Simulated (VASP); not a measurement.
# AsN (Pm-3m): band edges, masses and strain

The runs below take AsN at its given cell and follow the band edges through several levels. The cell is generated by rule, not measured, and may not be a known phase.

Method: PBE; plane waves and PAW (As, N), in the first sound run; inputs show where later runs differ, in VASP 6.6.1.

The structure was built from a prototype and need not be the compound's stable phase.

**1. Starting point**

Symmetry: Pm-3m, No. 221, cubic system. Conventional cell: a = 2.679 Å, b = 2.679 Å, c = 2.679 Å, α = 90.00°, β = 90.00°, γ = 90.00°. Nearest to As lie 8 N at 2.32 Å and 6 As at 2.68 Å. N has 8 As at 2.32 Å nearest. Farther neighbours and most contacts between anions are not listed.

**2. Relaxation of the atoms**

The cell is kept as given; the atoms are relaxed first, so that no residual force shifts the band edges.

INCAR

```
SYSTEM = AsN
PREC = Accurate
ENCUT = 520
EDIFF = 1E-06
NELM = 100
ISMEAR = 0
SIGMA = 0.02
LREAL = .FALSE.
ALGO = Normal
GGA = PE
NBANDS = 11
LORBIT = 11
LWAVE = .FALSE.
LCHARG = .FALSE.
KPAR = 4
IBRION = 2
NSW = 40
ISIF = 2
EDIFFG = -0.005
```

POSCAR

```
AsN
1.0
    2.6794800000      0.0000000000      0.0000000000
    0.0000000000      2.6794800000      0.0000000000
    0.0000000000      0.0000000000      2.6794800000
As N
1 1
Direct
    0.0000000000      0.0000000000      0.0000000000
    0.5000000000      0.5000000000      0.5000000000
```

KPOINTS

```
Automatic mesh
0
Gamma
10 10 10
0 0 0
```

Potentials, in the order of the species: As and N (PBE family, release 64).

On the command line:

```sh
$ mpirun -np 4 vasp_std
```

What it wrote:

```text
[banner, memory and clock lines left out]
running    4 mpi-ranks, on    1 nodes
 distrk:  each k-point on    1 cores,    4 groups
 distr:  one band on    1 cores,    1 groups

 POSCAR found type information on POSCAR AsN
 POSCAR found :  2 types and       2 ions
 LDA part: xc-table for (Slater+PW92), standard interpolation
 POSCAR, INCAR and KPOINTS ok, starting setup
 FFT: planning ... GRIDC
 FFT: planning ... GRID_SOFT
 FFT: planning ... GRID
 WAVECAR not read
 entering main loop
       N       E                     dE             d eps       ncg     rms          rms(c)
DAV:   1     0.216905044626E+02    0.21691E+02   -0.55474E+03  1232   0.857E+02
DAV:   2    -0.959626005939E+01   -0.31287E+02   -0.29865E+02  1631   0.157E+02
DAV:   3    -0.105807429974E+02   -0.98448E+00   -0.96914E+00  1453   0.253E+01
DAV:   4    -0.105831053351E+02   -0.23623E-02   -0.23622E-02  1340   0.125E+00
DAV:   5    -0.105831082915E+02   -0.29564E-05   -0.29554E-05  1412   0.432E-02    0.788E+00
DAV:   6    -0.945120486444E+01    0.11319E+01   -0.11754E+01  1279   0.175E+01    0.366E+00
DAV:   7    -0.934173551580E+01    0.10947E+00   -0.79386E-01  1303   0.574E+00    0.231E+00
DAV:   8    -0.933793623244E+01    0.37993E-02   -0.55658E-02  1310   0.202E+00    0.101E+00
DAV:   9    -0.933508719054E+01    0.28490E-02   -0.31337E-03  1328   0.468E-01    0.143E-01
DAV:  10    -0.933503690655E+01    0.50284E-04   -0.50068E-04  1364   0.166E-01    0.524E-02
DAV:  11    -0.933501507460E+01    0.21832E-04   -0.70162E-05  1373   0.568E-02    0.968E-03
DAV:  12    -0.933501502161E+01    0.52990E-07   -0.16791E-06  1027   0.109E-02
   1 F= -.93350150E+01 E0= -.93347179E+01  d E =-.933502E+01
 curvature:   0.00 expect dE= 0.000E+00 dE for cont linesearch  0.000E+00
 trial: gam= 0.00000 g(F)=  0.000E+00 g(S)=  0.000E+00 ort = 0.000E+00 (trialstep = 0.100E+01)
 search vector abs. value=  0.100E-09
 reached required accuracy - stopping structural energy minimisation
```

The job ended after 2 s (4 MPI ranks of Intel Xeon 6975P-C (Granite Rapids), shared host; peak memory 0.5 GiB; 5.3 s of CPU time).

Lines that name or quote the potential files are left out of all logs, and their timing lines are given in words.

From OUTCAR (step 2):

```text
ion  position               nearest neighbor table
   1  0.000  0.000  0.000-   2 2.32   2 2.32   2 2.32   2 2.32   2 2.32   2 2.32   2 2.32   2 2.32

  LATTYP: Found a simple cubic cell.
 ALAT       =     2.6794800000

 Subroutine GETGRP returns: Found 48 space group operations
 (whereof 48 operations were pure point group operations)

The static configuration has the point symmetry O_h .

 Found     56 irreducible k-points:

   k-points           NKPTS =     56   k-points in BZ     NKDIM =     56   number of bands    NBANDS=     11

   dimension x,y,z NGX =    20 NGY =   20 NGZ =   20
   dimension x,y,z NGXF=    40 NGYF=   40 NGZF=   40

   ENCUT  =  520.0 eV  38.22 Ry    6.18 a.u.   4.98  4.98  4.98*2*pi/ulx,y,z

   NELECT =      10.0000    total number of electrons

 k-points in reciprocal lattice and weights: Automatic mesh
   0.00000000  0.00000000  0.00000000       0.001
   0.10000000  0.00000000  0.00000000       0.006
   0.20000000  0.00000000  0.00000000       0.006
   0.30000000  0.00000000  0.00000000       0.006
   0.40000000  0.00000000  0.00000000       0.006
   0.50000000  0.00000000  0.00000000       0.003
   0.10000000  0.10000000  0.00000000       0.012
   0.20000000  0.10000000  0.00000000       0.024
   0.30000000  0.10000000  0.00000000       0.024
[...]
0.50000000  0.50000000  0.40000000       0.006
   0.50000000  0.50000000  0.50000000       0.001

 average (electrostatic) potential at core
       1 -45.9641       2 -59.0220

 E-fermi :  10.4339

 k-point     1 :       0.0000    0.0000    0.0000
  band No.  band energies     occupation
      1     -10.0810      2.00000
      2       3.9654      2.00000
      3       7.0425      2.00000
      4       7.0425      2.00000
      5       7.0425      2.00000
      6      16.5125      0.00000
      7      16.5125      0.00000
      8      18.7919      0.00000
      9      18.7919      0.00000
     10      18.7919      0.00000
    ...

 k-point     2 :       0.1000    0.0000    0.0000
  band No.  band energies     occupation
      1      -9.8933      2.00000
      2       3.1090      2.00000
      3       7.1892      2.00000
      4       7.1892      2.00000
      5       7.2484      2.00000
      6      16.3313      0.00000
      7      16.6985      0.00000
      8      18.5114      0.00000
      9      18.5114      0.00000
     10      19.5767      0.00000
    ...

 k-point     3 :       0.2000    0.0000    0.0000
  band No.  band energies     occupation
      1      -9.3336      2.00000
      2       1.1790      2.00000
      3       7.6083      2.00000
      4       7.6083      2.00000
      5       7.7341      2.00000
      6      15.3822      0.00000
      7      17.2526      0.00000
      8      17.7192      0.00000
      9      17.7192      0.00000
     10      21.9805      0.00000
    ...

  Total        4.5545150      4.5545150      4.5545150     -0.0000000      0.0000000     -0.0000000
  in kB      379.3159970    379.3159970    379.3159970     -0.0000000      0.0000000     -0.0000000
  external PRESSURE =     379.3159970 kB  Pullay stress =       0.0000000 kB

  energy-cutoff  :      520.00
  volume of cell :       19.24
      direct lattice vectors                 reciprocal lattice vectors
     2.679480000  0.000000000  0.000000000     0.373206742  0.000000000  0.000000000
     0.000000000  2.679480000  0.000000000     0.000000000  0.373206742  0.000000000
     0.000000000  0.000000000  2.679480000     0.000000000  0.000000000  0.373206742

 POSITION                                       TOTAL-FORCE (eV/Angst)
 -----------------------------------------------------------------------------------
      0.00000      0.00000      0.00000         0.000000      0.000000      0.000000
      1.33974      1.33974      1.33974         0.000000      0.000000      0.000000
 -----------------------------------------------------------------------------------
    total drift:                                0.000000      0.000000      0.000000

  FREE ENERGIE OF THE ION-ELECTRON SYSTEM (eV)
  ---------------------------------------------------
  free  energy   TOTEN  =        -9.3350150216 eV

  energy  without entropy=       -9.3344208013  energy(sigma->0) =       -9.33471791

 reached required accuracy - stopping structural energy minimisation

 total charge
# of ion       s       p       d       tot
------------------------------------------
    1        1.387   1.114   0.146   2.647
    2        1.332   2.266   0.000   3.599
--------------------------------------------------
tot          2.720   3.380   0.146   6.246

[... 3 further parts left out ...]
```

The run keeps the 48 symmetry operations of its start, so it cannot find a distortion of lower symmetry.

The forces vanish from the start, and no atom moves.

This step gave:

```
SCF cycles              : 12
electrons               : 10
bands                   : 11
irreducible k-points    : 56
symmetry operations     : 48
free energy (TOTEN)     : -9.335 eV
energy at zero smearing : -9.335 eV
Fermi energy            : 10.43 eV
pressure                : 37.93 GPa
metallic                : yes
```

**3. Bands on a dense mesh**

A dense even mesh and a path are solved together, since either alone can miss a band edge.

INCAR: that of step 2 with these lines changed.

```diff
@@ -10,3 +10,3 @@
 GGA = PE
-NBANDS = 11
+NBANDS = 17
 LORBIT = 11
@@ -15,5 +15,2 @@
 KPAR = 4
-IBRION = 2
-NSW = 40
 ISIF = 2
-EDIFFG = -0.005
```

POSCAR is that of step 2.

KPOINTS

```
Automatic mesh
0
Gamma
14 14 14
0 0 0
```

KPOINTS_OPT

```
Line mode
24
Line-mode
Reciprocal
  0.00000000   0.00000000   0.00000000 GAMMA
  0.00000000   0.50000000   0.00000000 X

  0.00000000   0.50000000   0.00000000 X
  0.50000000   0.50000000   0.00000000 M

  0.50000000   0.50000000   0.00000000 M
  0.00000000   0.00000000   0.00000000 GAMMA

  0.00000000   0.00000000   0.00000000 GAMMA
  0.50000000   0.50000000   0.50000000 R

  0.50000000   0.50000000   0.50000000 R
  0.00000000   0.50000000   0.00000000 X

  0.50000000   0.50000000   0.00000000 M
  0.50000000   0.50000000   0.50000000 R
```

On the command line:

```sh
$ mpirun -np 4 vasp_std
```

What it wrote:

```text
[... set-up lines as in an earlier step ...]
 entering main loop
       N       E                     dE             d eps       ncg     rms          rms(c)
DAV:   1     0.223036963420E+02    0.22304E+02   -0.50539E+03  4104   0.546E+02
DAV:   2    -0.976148095574E+01   -0.32065E+02   -0.30520E+02  5291   0.128E+02
DAV:   3    -0.105797391807E+02   -0.81826E+00   -0.81419E+00  5024   0.166E+01
DAV:   4    -0.105806954183E+02   -0.95624E-03   -0.95618E-03  5569   0.639E-01
DAV:   5    -0.105806959369E+02   -0.51853E-06   -0.51834E-06  5102   0.158E-02    0.790E+00
DAV:   6    -0.946431747316E+01    0.11164E+01   -0.10932E+01  4688   0.113E+01    0.360E+00
DAV:   7    -0.934519348288E+01    0.11912E+00   -0.69158E-01  4743   0.364E+00    0.234E+00
DAV:   8    -0.934618402911E+01   -0.99055E-03   -0.67881E-02  4735   0.157E+00    0.147E+00
DAV:   9    -0.933858870024E+01    0.75953E-02   -0.14566E-02  4726   0.603E-01    0.173E-01
DAV:  10    -0.933854178984E+01    0.46910E-04   -0.83202E-04  5417   0.154E-01    0.472E-02
DAV:  11    -0.933853387807E+01    0.79118E-05   -0.22571E-05  4869   0.231E-02    0.116E-02
DAV:  12    -0.933853274663E+01    0.11314E-05   -0.16829E-06  3728   0.607E-03    0.339E-03
DAV:  13    -0.933853264087E+01    0.10576E-06   -0.27167E-07  2639   0.319E-03
   1 F= -.93385326E+01 E0= -.93383687E+01  d E =-.327791E-03
 Start KPOINTS_OPT (optional k-point list driver)
k-point batch [1-120\144]
       N       E                     dE             ncg
DAV:   1     0.725681784306E+04   -0.32816E+05     4088
DAV:   2     0.341187980775E+04   -0.38449E+04     5235
DAV:   3     0.331543961685E+04   -0.96440E+02     5063
DAV:   4     0.331533237978E+04   -0.10724E+00     5472
DAV:   5     0.331533232164E+04   -0.58138E-04     5196
DAV:   6     0.331533232159E+04   -0.46945E-07     4422
k-point batch [121-144\144]
       N       E                     dE             ncg
DAV:   1     0.379778890120E+05   -0.11667E+05      816
DAV:   2     0.372521644862E+05   -0.72572E+03     1025
DAV:   3     0.372350386769E+05   -0.17126E+02     1090
DAV:   4     0.372350209712E+05   -0.17706E-01     1136
DAV:   5     0.372350209597E+05   -0.11574E-04     1088
DAV:   6     0.372350209597E+05   -0.99899E-08      984
```

Run time: 5.6 s. Hardware: 4 MPI ranks; peak memory 0.67 GiB.

OUTCAR, selected parts (step 3):

```text
The static configuration has the point symmetry O_h .

 Found    120 irreducible k-points:

   k-points           NKPTS =    120   k-points in BZ     NKDIM =    120   number of bands    NBANDS=     17

   NELECT =      10.0000    total number of electrons

 E-fermi :  10.3209

 k-point     1 :       0.0000    0.0000    0.0000
  band No.  band energies     occupation
      1     -10.0898      2.00000
      2       3.9513      2.00000
      3       7.0220      2.00000
      4       7.0220      2.00000
      5       7.0220      2.00000
      6      16.5163      0.00000
      7      16.5163      0.00000
      8      18.7858      0.00000
      9      18.7858      0.00000
     10      18.7858      0.00000
    ...

 k-point     2 :       0.0714    0.0000    0.0000
  band No.  band energies     occupation
      1      -9.9941      2.00000
      2       3.4936      2.00000
      3       7.0970      2.00000
      4       7.0970      2.00000
      5       7.1348      2.00000
      6      16.4454      0.00000
      7      16.6113      0.00000
      8      18.6423      0.00000
      9      18.6423      0.00000
     10      19.1738      0.00000
    ...

  Total        4.5204805      4.5204805      4.5204805     -0.0000000     -0.0000000      0.0000000
  in kB      376.4814879    376.4814879    376.4814879     -0.0000000     -0.0000000      0.0000000
  external PRESSURE =     376.4814879 kB  Pullay stress =       0.0000000 kB

  FREE ENERGIE OF THE ION-ELECTRON SYSTEM (eV)
  ---------------------------------------------------
  free  energy   TOTEN  =        -9.3385326409 eV

  energy  without entropy=       -9.3382048499  energy(sigma->0) =       -9.33836875

 total charge
# of ion       s       p       d       tot
------------------------------------------
    1        1.387   1.118   0.146   2.651
    2        1.331   2.264   0.000   3.595
--------------------------------------------------
tot          2.718   3.381   0.146   6.245

[... 7 parts as in an earlier step ...]

[... 6 further parts left out ...]
```

Numbers from this step:

| Property | Result |
| --- | --- |
| SCF cycles | 13 |
| bands | 17 |
| irreducible k-points | 120 |
| free energy (TOTEN) | -9.339 eV |
| energy at zero smearing | -9.338 eV |
| Fermi energy | 10.32 eV |
| pressure | 37.65 GPa |

The electronic bands at the labelled points (eV, zero at the Fermi level; # counts the bands kept, so #1 is VASP's band 2):

```csv
point,#1,#2,#3,#4,#5,#6,#7
Γ,-6.37,-3.30,-3.30,-3.30,6.20,6.20,8.46
0.48 of the way,-10.02,-2.51,-2.51,-2.35,4.52,6.99,6.99
X,-14.72,-1.21,-1.21,-0.40,1.41,4.83,4.83
0.52 of the way,-13.34,-6.26,-3.88,-0.84,3.20,4.63,6.00
M,-10.02,-9.28,-9.28,-0.47,4.97,4.97,7.57
0.48 of the way,-10.41,-7.20,-1.65,-0.27,1.55,5.62,6.57
Γ,-6.37,-3.30,-3.30,-3.30,6.20,6.20,8.46
0.52 of the way,-10.11,-5.94,-5.94,-0.92,2.49,2.49,5.19
R,-5.98,-5.10,-5.10,-5.10,-3.62,-3.62,-3.62
0.48 of the way,-11.97,-6.18,-3.61,-3.50,-1.16,2.81,5.43
X,-14.72,-1.21,-1.21,-0.40,1.41,4.83,4.83
jump to M,-10.02,-9.28,-9.28,-0.47,4.97,4.97,7.57
0.48 of the way,-8.89,-8.15,-8.15,-2.81,1.33,1.33,1.97
R,-5.98,-5.10,-5.10,-5.10,-3.62,-3.62,-3.62
```

Of the projections kept (As, N), the largest for each band there; the rest of the weight can lie on other orbitals:

```csv
point,#1,#2,#3,#4,#5,#6,#7
Γ,N 0.53,N 0.73,N 0.73,N 0.73,As 1.00,As 1.00,As 0.65
X,As 0.85,N 0.95,N 0.95,As 0.60,N 0.69,As 1.00,As 1.00
M,As 1.00,As 0.54,As 0.54,N 1.00,N 0.60,N 0.60,As 1.00
Γ,N 0.53,N 0.73,N 0.73,N 0.73,As 1.00,As 1.00,As 0.65
R,As 1.00,N 0.88,N 0.88,N 0.88,As 1.00,As 1.00,As 1.00
X,As 0.85,N 0.95,N 0.95,As 0.60,N 0.69,As 1.00,As 1.00
```

The electronic bands as a text plot (rows in eV, shown from -8.0 to 8.0 only):

```
    7.7 |  *           **      *
    7.0 |  **        **  **  **     *                **   *
    6.3 |**  *      *      **  ******               *  *
    5.7 | **  *    *       ****      *
    5.0 |      **** *******    *      * **              ** *
    4.3 |   *     ** *   *            **  *        *    * *
    3.7 |    *      *     *   *                            *
    3.0 |          *                    *           ***     *
    2.3 |     *            *               *       *   *    *
    1.7 |      ** *         **           *  *     *   *  *   *
    1.0 |        *                    **                *    *
    0.3 |        *           *            *      **  *  *
   -0.3 |       * *  *****    *      *  *              * *    *
   -1.0 |     *******     ***              * *   *  *   ***
   -1.7 |    ***            ** *    *    *  *   *  *  **   *
   -2.3 |   **   *            * *               * *  ** *   *  *
   -3.0 |***       *       *   *****      *  *** *  **       *  *
   -3.7 |         *              * **      *  ***  **  *      *
   -4.3 |           *           *    *      *     *   *        *
   -5.0 |                 *    *      *      ******  *          *
   -5.7 |          *          *        **   **  *   *           *
   -6.3 |*           *   *        *      ***  ** ***           **
   -7.0 |           *        *   * *            *             **
   -7.7 | *          **     *   *   *        *               **
         Γ      X      M          Γ            R        X|M     R
```

At 37.6 GPa the cell is away from the equilibrium volume of this level: left free, it would expand.

(Continued in part 2 of 2.)

[Lines on the potential files, build, host, timing and source positions are cut from VASP's logs without a mark.]

[Logs are printed without paths, hosts, clocks, repeated set-up lines and the standing remarks that a program may print on its own settings, such as how far it seeks lower states.]

[Hosts, paths, dates, database ids (printed as entryN), source tags and the programs' standing remarks are cut or masked in the printed files.]

[In band tables of VASP the shares of atoms and orbitals are scaled to a sum of 1 inside the atoms' spheres.]

[Gaps and slopes under strain along one axis are those of the sampled path and mesh points; where strain splits equal valleys, another of them can be the edge.]
